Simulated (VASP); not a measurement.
These are SCAN meta-GGA with spin-orbit coupling, VASP's PBE PAW potentials (set 64) (plane waves; VASP) values and carry that method's errors.

Input for VASP

KPOINTS_OPT:
```
k-points along high-symmetry lines
8
Line-mode
Reciprocal
  0.000000   0.000000   0.000000 ! GAMMA
  0.000000   0.500000   0.000000 ! X

  0.000000   0.500000   0.000000 ! X
  0.500000   0.500000   0.000000 ! M

  0.500000   0.500000   0.000000 ! M
  0.000000   0.000000   0.000000 ! GAMMA

  0.000000   0.000000   0.000000 ! GAMMA
  0.500000   0.500000   0.500000 ! R

  0.500000   0.500000   0.500000 ! R
  0.000000   0.500000   0.000000 ! X

  0.500000   0.500000   0.500000 ! R
  0.500000   0.500000   0.000000 ! M
```

INCAR:
```
! general
SYSTEM      =  AlRu
PREC        =  Accurate
ENCUT       =  400
LREAL       =  .False.
LASPH       =  .True.

! electronic loop
EDIFF       =  1E-6
NELM        =  100
ALGO        =  Normal
LMAXMIX     =  4
LMIXTAU     =  .True.

! smearing
ISMEAR      =  0
SIGMA       =  0.05

! functional
METAGGA     =  SCAN
GGA_COMPAT  =  .False.

! spin
MAGMOM      =  6*0
LSORBIT     =  .True.

! output
LWAVE       =  .False.
LCHARG      =  .False.
```

### KPOINTS
```
Automatic mesh
0
Gamma
11 11 11
0 0 0
```

### POSCAR
```
AlRu
1
    2.9673779330     0.0000000000     0.0000000000
    0.0000000000     2.9673779330     0.0000000000
    0.0000000000     0.0000000000     2.9673779330
Ru Al
1 1
Direct
  0.5000000000   0.5000000000   0.5000000000
  0.0000000000   0.0000000000   0.0000000000
```

POTCAR, in this order: Ru_pv Al (PBE.64 set). Program: vasp_ncl.

Output

OSZICAR:
```
       N       E                     dE             d eps       ncg     rms          rms(c)
DAV:   1     0.948647119494E+02    0.94865E+02   -0.86807E+03  3008   0.117E+03
DAV:   2    -0.462735132963E+02   -0.14114E+03   -0.13599E+03  3048   0.370E+02
DAV:   3    -0.492744583008E+02   -0.30009E+01   -0.29468E+01  3304   0.577E+01
DAV:   4    -0.493032521780E+02   -0.28794E-01   -0.28789E-01  3288   0.558E+00
DAV:   5    -0.493036934102E+02   -0.44123E-03   -0.44122E-03  3256   0.617E-01    0.172E+01
DAV:   6    -0.443846164582E+02    0.49191E+01   -0.83846E+00  2800   0.382E+01    0.426E+00
DAV:   7    -0.443653974598E+02    0.19219E-01   -0.10056E+00  2848   0.125E+01    0.216E+00
DAV:   8    -0.443947964779E+02   -0.29399E-01   -0.32334E-01  2904   0.646E+00    0.112E+00
DAV:   9    -0.444069742180E+02   -0.12178E-01   -0.30550E-01  2952   0.545E+00    0.476E-01
DAV:  10    -0.443865768755E+02    0.20397E-01   -0.12602E-01  2920   0.317E+00    0.240E-01
DAV:  11    -0.443844238594E+02    0.21530E-02   -0.56099E-03  3120   0.668E-01    0.190E-01
DAV:  12    -0.443845301449E+02   -0.10629E-03   -0.26228E-03  2704   0.668E-01    0.786E-02
DAV:  13    -0.443845505707E+02   -0.20426E-04   -0.47116E-03  2856   0.800E-01    0.283E-02
DAV:  14    -0.443843717893E+02    0.17878E-03   -0.15632E-04  2832   0.153E-01    0.240E-02
DAV:  15    -0.443844110293E+02   -0.39240E-04   -0.11878E-03  2968   0.297E-01    0.140E-02
DAV:  16    -0.443842652713E+02    0.14576E-03   -0.51776E-04  2704   0.289E-01    0.925E-03
DAV:  17    -0.443842321825E+02    0.33089E-04   -0.43312E-05  3080   0.650E-02    0.293E-03
DAV:  18    -0.443842303150E+02    0.18675E-05   -0.81684E-06  3032   0.279E-02    0.179E-03
DAV:  19    -0.443842298231E+02    0.49191E-06   -0.22826E-06  2736   0.186E-02
   1 F= -.44384230E+02 E0= -.44382942E+02  d E =-.257528E-02  mag=     0.0000     0.0000     0.0000
       N       E                     dE             ncg
```

**OUTCAR**
```
------------------------ aborting loop because EDIFF is reached ----------------------------------------
  FORCE on cell =-STRESS in cart. coord.  units (eV):
  Direction    XX          YY          ZZ          XY          YZ          ZX
  --------------------------------------------------------------------------------------
  Total        0.0141600      0.0141600      0.0141600     -0.0000000     -0.0000000      0.0000000
  in kB        0.8682729      0.8682729      0.8682729     -0.0000000     -0.0000000      0.0000000
  external PRESSURE =       0.8682729 kB  Pullay stress =       0.0000000 kB
  volume of cell :       26.13
      direct lattice vectors                 reciprocal lattice vectors
     2.967377933  0.000000000  0.000000000     0.336997856  0.000000000  0.000000000
     0.000000000  2.967377933  0.000000000     0.000000000  0.336997856  0.000000000
     0.000000000  0.000000000  2.967377933     0.000000000  0.000000000  0.336997856
 POSITION                                       TOTAL-FORCE (eV/Angst)
 -----------------------------------------------------------------------------------
      1.48369      1.48369      1.48369         0.000000      0.000000      0.000000
      0.00000      0.00000      0.00000         0.000000      0.000000      0.000000
 -----------------------------------------------------------------------------------
    total drift:                                0.000000      0.000000      0.000000
  FREE ENERGIE OF THE ION-ELECTRON SYSTEM (eV)
  ---------------------------------------------------
  free  energy   TOTEN  =       -44.3842298231 eV

  energy  without entropy=      -44.3816545428  energy(sigma->0) =      -44.38294218

 Ion:    1  E_soc:     -0.2572792

 Ion:    2  E_soc:     -0.0003134
```
(Selected blocks of OUTCAR.)

The structure comes from a measured AlRu entry (Pm-3m) of the Crystallography Open Database, whose conditions weren't checked. It was relaxed first.
